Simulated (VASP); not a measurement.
Level of theory: r2SCAN meta-GGA, VASP's PBE PAW potentials (set 64) (plane waves; VASP).

Input for VASP

INCAR:
```
SYSTEM  =  WSe2
PREC  =  Accurate; ENCUT  =  400; LREAL  =  .False.
LASPH  =  .True.
EDIFF  =  1E-7; NELM  =  100; ALGO  =  Normal
LMAXMIX  =  6; LMIXTAU  =  .True.
ISMEAR  =  -5
METAGGA  =  R2SCAN
ISIF  =  2
LWAVE  =  .False.; LCHARG  =  .False.; LORBIT  =  11
NEDOS  =  601
LEFG  =  .True.
```

### KPOINTS_OPT
```
k-points along high-symmetry lines
6
Line-mode
Reciprocal
  0.000000   0.000000   0.000000 ! GAMMA
  0.500000   0.000000   0.000000 ! M

  0.500000   0.000000   0.000000 ! M
  0.333333   0.333333   0.000000 ! K

  0.333333   0.333333   0.000000 ! K
  0.000000   0.000000   0.000000 ! GAMMA

  0.000000   0.000000   0.000000 ! GAMMA
  0.000000   0.000000   0.500000 ! A

  0.000000   0.000000   0.500000 ! A
  0.500000   0.000000   0.500000 ! L

  0.500000   0.000000   0.500000 ! L
  0.333333   0.333333   0.500000 ! H

  0.333333   0.333333   0.500000 ! H
  0.000000   0.000000   0.500000 ! A

  0.500000   0.000000   0.500000 ! L
  0.500000   0.000000   0.000000 ! M

  0.333333   0.333333   0.500000 ! H
  0.333333   0.333333   0.000000 ! K
```

**KPOINTS**
```
Automatic mesh
0
Gamma
9 9 1
0 0 0
```

POSCAR:
```
WSe2
1
    3.3174466236     0.0000000000     0.0000000000
   -1.6587233118     2.8729926663    -0.0000000000
    0.0000000000    -0.0000000000    24.0459303813
W Se
2 4
Direct
  0.6666670000   0.3333330000   0.1415130530
  0.3333330000   0.6666670000   0.8584869470
  0.3333330000   0.6666670000   0.2106628610
  0.6666670000   0.3333330000   0.7893371390
  0.6666670000   0.3333330000   0.9276690170
  0.3333330000   0.6666670000   0.0723309830
```

POTCAR, in this order: W_sv Se (PBE.64 set). Program: vasp_std.

What VASP printed:

OSZICAR:
```
...
DAV:  17    -0.163728194598E+03    0.15050E+01   -0.18421E-01   758   0.295E+00    0.121E-01
DAV:  18    -0.163705129748E+03    0.23065E-01   -0.49738E-03   941   0.391E-01    0.153E-01
DAV:  19    -0.163666780924E+03    0.38349E-01   -0.48835E-03   814   0.482E-01    0.170E-01
DAV:  20    -0.163679275158E+03   -0.12494E-01   -0.11209E-03   814   0.228E-01    0.164E-01
DAV:  21    -0.163667008722E+03    0.12266E-01   -0.74372E-04   856   0.181E-01    0.173E-01
DAV:  22    -0.163592652737E+03    0.74356E-01   -0.14203E-02   779   0.805E-01    0.207E-01
DAV:  23    -0.163536979627E+03    0.55673E-01   -0.19531E-02   842   0.908E-01    0.251E-01
DAV:  24    -0.163548986055E+03   -0.12006E-01   -0.11594E-03   856   0.222E-01    0.242E-01
DAV:  25    -0.163543715889E+03    0.52702E-02   -0.16133E-04   884   0.795E-02    0.248E-01
DAV:  26    -0.163461545455E+03    0.82170E-01   -0.30491E-02   786   0.107E+00    0.293E-01
DAV:  27    -0.163416703735E+03    0.44842E-01   -0.91011E-03   849   0.573E-01    0.303E-01
DAV:  28    -0.163407441867E+03    0.92619E-02   -0.78712E-04   921   0.201E-01    0.304E-01
DAV:  29    -0.163427342612E+03   -0.19901E-01   -0.27556E-02   751   0.114E+00    0.333E-01
DAV:  30    -0.163413580936E+03    0.13762E-01   -0.22071E-03   786   0.317E-01    0.331E-01
DAV:  31    -0.163417467274E+03   -0.38863E-02   -0.24738E-04   877   0.103E-01    0.335E-01
DAV:  32    -0.163416756938E+03    0.71034E-03   -0.95153E-06   891   0.186E-02    0.336E-01
DAV:  33    -0.163427585955E+03   -0.10829E-01   -0.32458E-03   758   0.406E-01    0.344E-01
DAV:  34    -0.163440783628E+03   -0.13198E-01   -0.65767E-04   814   0.192E-01    0.336E-01
DAV:  35    -0.163455794432E+03   -0.15011E-01   -0.32293E-03   751   0.397E-01    0.343E-01
DAV:  36    -0.163456692663E+03   -0.89823E-03   -0.39753E-04   870   0.152E-01    0.345E-01
DAV:  37    -0.163469104435E+03   -0.12412E-01   -0.17614E-03   751   0.312E-01    0.350E-01
DAV:  38    -0.163469499040E+03   -0.39460E-03   -0.28271E-04   772   0.127E-01    0.342E-01
DAV:  39    -0.163453783125E+03    0.15716E-01   -0.16194E-03   758   0.288E-01    0.346E-01
DAV:  40    -0.163444606940E+03    0.91762E-02   -0.57894E-04   765   0.170E-01    0.347E-01
DAV:  41    -0.163472403921E+03   -0.27797E-01   -0.56887E-03   744   0.539E-01    0.349E-01
DAV:  42    -0.163471737191E+03    0.66673E-03   -0.45275E-05   986   0.334E-02    0.350E-01
DAV:  43    -0.163472086244E+03   -0.34905E-03   -0.10969E-06   774   0.631E-03    0.350E-01
DAV:  44    -0.163468385595E+03    0.37006E-02   -0.82641E-05   800   0.653E-02    0.353E-01
DAV:  45    -0.163505047328E+03   -0.36662E-01   -0.88785E-03   744   0.665E-01    0.338E-01
DAV:  46    -0.163510229107E+03   -0.51818E-02   -0.53855E-04   941   0.137E-01    0.355E-01
DAV:  47    -0.163515089869E+03   -0.48608E-02   -0.14028E-04   835   0.874E-02    0.352E-01
DAV:  48    -0.163524654305E+03   -0.95644E-02   -0.79712E-04   744   0.225E-01    0.349E-01
DAV:  49    -0.163535297813E+03   -0.10644E-01   -0.18145E-03   786   0.291E-01    0.348E-01
DAV:  50    -0.163535467077E+03   -0.16926E-03   -0.75670E-05  1008   0.375E-02    0.350E-01
DAV:  51    -0.163533970257E+03    0.14968E-02   -0.28705E-04   765   0.123E-01    0.346E-01
DAV:  52    -0.163535653740E+03   -0.16835E-02   -0.75404E-05   758   0.682E-02    0.344E-01
DAV:  53    -0.163536217639E+03   -0.56390E-03   -0.84712E-06   795   0.227E-02    0.344E-01
DAV:  54    -0.163534120534E+03    0.20971E-02   -0.11190E-04   744   0.844E-02    0.339E-01
DAV:  55    -0.163529464583E+03    0.46560E-02   -0.33577E-04   744   0.146E-01    0.341E-01
DAV:  56    -0.163512862672E+03    0.16602E-01   -0.50732E-03   751   0.507E-01    0.338E-01
DAV:  57    -0.163523481543E+03   -0.10619E-01   -0.21612E-03   744   0.374E-01    0.276E-01
DAV:  58    -0.163532685268E+03   -0.92037E-02   -0.13796E-03   744   0.258E-01    0.262E-01
DAV:  59    -0.163537191778E+03   -0.45065E-02   -0.70607E-04   758   0.189E-01    0.247E-01
DAV:  60    -0.163538297895E+03   -0.11061E-02   -0.64587E-05   932   0.518E-02    0.241E-01
DAV:  61    -0.163495136485E+03    0.43161E-01   -0.21017E-02   772   0.905E-01    0.148E-01
DAV:  62    -0.163524890735E+03   -0.29754E-01   -0.56173E-03   744   0.486E-01    0.177E-01
DAV:  63    -0.163531842014E+03   -0.69513E-02   -0.14353E-03   810   0.276E-01    0.200E-01
DAV:  64    -0.163501495147E+03    0.30347E-01   -0.57737E-03   744   0.569E-01    0.220E-01
DAV:  65    -0.163505641210E+03   -0.41461E-02   -0.18529E-04   920   0.901E-02    0.225E-01
DAV:  66    -0.163517295647E+03   -0.11654E-01   -0.87952E-04   744   0.217E-01    0.277E-01
DAV:  67    -0.163518040602E+03   -0.74496E-03   -0.37564E-05   994   0.328E-02    0.283E-01
DAV:  68    -0.163517892930E+03    0.14767E-03   -0.13734E-06   827   0.876E-03    0.281E-01
DAV:  69    -0.163502548439E+03    0.15344E-01   -0.96694E-04   744   0.218E-01    0.295E-01
DAV:  70    -0.163499121371E+03    0.34271E-02   -0.67433E-05   843   0.544E-02    0.296E-01
DAV:  71    -0.163579459061E+03   -0.80338E-01   -0.97296E-02   821   0.182E+00    0.368E-01
DAV:  72    -0.163474122951E+03    0.10534E+00   -0.20271E-02   779   0.918E-01    0.246E-01
DAV:  73    -0.163468733083E+03    0.53899E-02   -0.31294E-03   772   0.434E-01    0.219E-01
DAV:  74    -0.163521840911E+03   -0.53108E-01   -0.64938E-03   814   0.466E-01    0.200E-01
DAV:  75    -0.163487154084E+03    0.34687E-01   -0.10768E-02   744   0.750E-01    0.162E-01
DAV:  76    -0.163454999725E+03    0.32154E-01   -0.26082E-03   807   0.317E-01    0.178E-01
DAV:  77    -0.163443382148E+03    0.11618E-01   -0.55153E-03   744   0.586E-01    0.182E-01
DAV:  78    -0.163435434914E+03    0.79472E-02   -0.31661E-04   882   0.110E-01    0.185E-01
DAV:  79    -0.163432160952E+03    0.32740E-02   -0.15936E-04   774   0.916E-02    0.184E-01
DAV:  80    -0.163455320953E+03   -0.23160E-01   -0.16229E-02   744   0.902E-01    0.188E-01
DAV:  81    -0.163456847888E+03   -0.15269E-02   -0.12115E-03   744   0.270E-01    0.190E-01
DAV:  82    -0.163462503708E+03   -0.56558E-02   -0.72818E-03   744   0.630E-01    0.196E-01
DAV:  83    -0.163470890253E+03   -0.83865E-02   -0.49366E-04   772   0.154E-01    0.194E-01
DAV:  84    -0.163466400051E+03    0.44902E-02   -0.74615E-05   767   0.585E-02    0.193E-01
DAV:  85    -0.163464458395E+03    0.19417E-02   -0.14090E-04   655   0.898E-02    0.191E-01
DAV:  86    -0.163479234217E+03   -0.14776E-01   -0.29382E-02   793   0.126E+00    0.179E-01
DAV:  87    -0.163472558902E+03    0.66753E-02   -0.34000E-04   887   0.948E-02    0.163E-01
DAV:  88    -0.163471431833E+03    0.11271E-02   -0.19686E-05   776   0.293E-02    0.161E-01
DAV:  89    -0.163468996773E+03    0.24351E-02   -0.32817E-04   751   0.132E-01    0.166E-01
DAV:  90    -0.163445329004E+03    0.23668E-01   -0.18115E-03   800   0.276E-01    0.158E-01
DAV:  91    -0.163469030279E+03   -0.23701E-01   -0.38313E-03   751   0.467E-01    0.137E-01
DAV:  92    -0.163453083682E+03    0.15947E-01   -0.12375E-03   744   0.299E-01    0.138E-01
DAV:  93    -0.163492593962E+03   -0.39510E-01   -0.40081E-03   786   0.369E-01    0.156E-01
DAV:  94    -0.163476730901E+03    0.15863E-01   -0.62534E-04   779   0.155E-01    0.149E-01
DAV:  95    -0.163473779754E+03    0.29511E-02   -0.10435E-04   718   0.814E-02    0.151E-01
DAV:  96    -0.163487033251E+03   -0.13253E-01   -0.13893E-03   744   0.270E-01    0.177E-01
DAV:  97    -0.163473072319E+03    0.13961E-01   -0.67591E-04   744   0.179E-01    0.175E-01
DAV:  98    -0.163472421653E+03    0.65067E-03   -0.33903E-04   779   0.145E-01    0.175E-01
DAV:  99    -0.163477296228E+03   -0.48746E-02   -0.11052E-04   655   0.671E-02    0.176E-01
DAV: 100    -0.163488313419E+03   -0.11017E-01   -0.30209E-04   793   0.102E-01
   1 F= -.16348831E+03 E0= -.16348831E+03  d E =0.000000E+00
       N       E                     dE             ncg
       N       E                     dE             ncg
       N       E                     dE             ncg
       N       E                     dE             ncg
       N       E                     dE             ncg
```

File OUTCAR:
```
------------------------ aborting loop EDIFF was not reached (unconverged)  ----------------------------
  FORCE on cell =-STRESS in cart. coord.  units (eV):
  Direction    XX          YY          ZZ          XY          YZ          ZX
  --------------------------------------------------------------------------------------
  Total        2.2364294      2.2364288      2.0711369      0.0000000     -0.0000000      0.0000000
  in kB       15.6345624     15.6345583     14.4790256      0.0000000     -0.0000000      0.0000000
  external PRESSURE =      15.2493821 kB  Pullay stress =       0.0000000 kB
  volume of cell :      229.18
      direct lattice vectors                 reciprocal lattice vectors
     3.317446624  0.000000000  0.000000000     0.301436651  0.174034555  0.000000000
    -1.658723312  2.872992666  0.000000000     0.000000000  0.348069110  0.000000000
     0.000000000  0.000000000 24.045930381     0.000000000  0.000000000  0.041587079
 POSITION                                       TOTAL-FORCE (eV/Angst)
 -----------------------------------------------------------------------------------
      1.65872      0.95766      3.40281         0.000000      0.000000      0.029104
     -0.00000      1.91533     20.64312        -0.000000      0.000000     -0.029104
     -0.00000      1.91533      5.06558         0.000000      0.000000      0.047480
      1.65872      0.95766     18.98035        -0.000000     -0.000000     -0.047480
      1.65872      0.95766     22.30666        -0.000000      0.000000     -0.063136
     -0.00000      1.91533      1.73927         0.000000     -0.000000      0.063136
 -----------------------------------------------------------------------------------
    total drift:                               -0.000000     -0.000000      0.000000
  FREE ENERGIE OF THE ION-ELECTRON SYSTEM (eV)
  ---------------------------------------------------
  free  energy   TOTEN  =      -163.4883134186 eV

  energy  without entropy=     -163.4883134186  energy(sigma->0) =     -163.48831342

 total charge

# of ion       s       p       d       tot
------------------------------------------
    1        2.301   6.279   3.348  11.928
    2        2.301   6.279   3.348  11.928
    3        1.472   2.395   0.069   3.936
    4        1.472   2.395   0.069   3.936
    5        1.473   2.387   0.070   3.930
    6        1.473   2.387   0.070   3.930
--------------------------------------------------
tot         10.493  22.121   6.973  39.587

 Electric field gradients after diagonalization (V/A^2)
 (convention: |V_zz| > |V_xx| > |V_yy|)
----------------------------------------------------------------------
 ion       V_xx      V_yy      V_zz     asymmetry (V_yy - V_xx)/ V_zz
----------------------------------------------------------------------
   1      76.499    76.489  -152.988       0.000
   2      76.499    76.489  -152.988       0.000
   3      45.831    45.829   -91.660       0.000
   4      45.831    45.829   -91.660       0.000
   5      45.860    45.858   -91.719       0.000
   6      45.860    45.858   -91.719       0.000
```
(Selected blocks of OUTCAR.)

**stdout**
```
...
ion   6
     0.0000000    -0.0000000     0.0000000     1.8632781     0.0000000     0.0000055
     0.0000499    -0.0000000     0.0000000     1.8632781     0.0000000     0.0000055
     0.0000687    -0.0000000     0.0000000     1.8632781     0.0000000     0.0000055
     0.0000946    -0.0000000     0.0000000     1.8632781     0.0000000     0.0000055
     0.0001302    -0.0000000     0.0000000     1.8632781     0.0000000     0.0000055

     0.0000000    -0.0000000     0.0000000    73.0710272     0.0000000     0.0002258
     0.0000499    -0.0000000     0.0000000    73.0679043     0.0000000     0.0002258
     0.0000687    -0.0000000     0.0000000    73.0661501     0.0000000     0.0002258
     0.0000946    -0.0000000     0.0000000    73.0633049     0.0000000     0.0002258
     0.0001302    -0.0000000     0.0000000    73.0587130     0.0000000     0.0002257

   1 F= -.16348831E+03 E0= -.16348831E+03  d E =0.000000E+00

 -----------------------------------------------------------------------------
|                                                                             |
|           W    W    AA    RRRRR   N    N  II  N    N   GGGG   !!!           |
|           W    W   A  A   R    R  NN   N  II  NN   N  G    G  !!!           |
|           W    W  A    A  R    R  N N  N  II  N N  N  G       !!!           |
|           W WW W  AAAAAA  RRRRR   N  N N  II  N  N N  G  GGG   !            |
|           WW  WW  A    A  R   R   N   NN  II  N   NN  G    G                |
|           W    W  A    A  R    R  N    N  II  N    N   GGGG   !!!           |
|                                                                             |
|     Changing the smearing to ISMEAR=1 (the default) for those parts of      |
|     this job that use k-points specified in line-mode.                      |
|                                                                             |
 -----------------------------------------------------------------------------

 Start KPOINTS_OPT (optional k-point list driver)
k-point batch [1-12\54]
       N       E                     dE             ncg
k-point batch [13-24\54]
       N       E                     dE             ncg
k-point batch [25-36\54]
       N       E                     dE             ncg
k-point batch [37-48\54]
       N       E                     dE             ncg
k-point batch [49-54\54]
       N       E                     dE             ncg
```

The run did not converge; its last values are not results.

The cell holds a wide vacuum, so values per volume refer to the whole cell.

The cell is a sheet with vacuum, built from a database entry that may be metastable or hypothetical.
